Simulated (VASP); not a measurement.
Data:

```yaml
crystal:
  lattice:
    - [3.89823, 0.00000, 0.00000]
    - [0.00000, 3.89823, 0.00000]
    - [0.00000, 0.00000, 3.89823]
  atoms:
    - { symbol: K, position: [0.00000, 0.00000, 0.00000] }
    - { symbol: Zn, position: [0.50000, 0.50000, 0.50000] }
    - { symbol: F, position: [0.50000, 0.00000, 0.50000] }
    - { symbol: F, position: [0.00000, 0.50000, 0.50000] }
    - { symbol: F, position: [0.50000, 0.50000, 0.00000] }
```

Level of theory: LDA (Ceperley-Alder, Perdew-Zunger), VASP's LDA PAW potentials (set 64) (plane waves; VASP). Settings: 520 eV cut-off, 6×6×6 Γ-centred mesh, Gaussian smearing of 0.050 eV, potentials K_sv Zn F.

**Question.** Give the stress tensor in GPa (positive for a compressed cell).

**Answer.** 
```
7.12  0.00  0.00
0.00  7.12  0.00
0.00  0.00  7.12
```
The pressure is its mean diagonal, 7.12 GPa.

The compound is KZnF3 in the cubic perovskite structure. This cell is one point of a volume scan, at 0.94 of the reference volume.
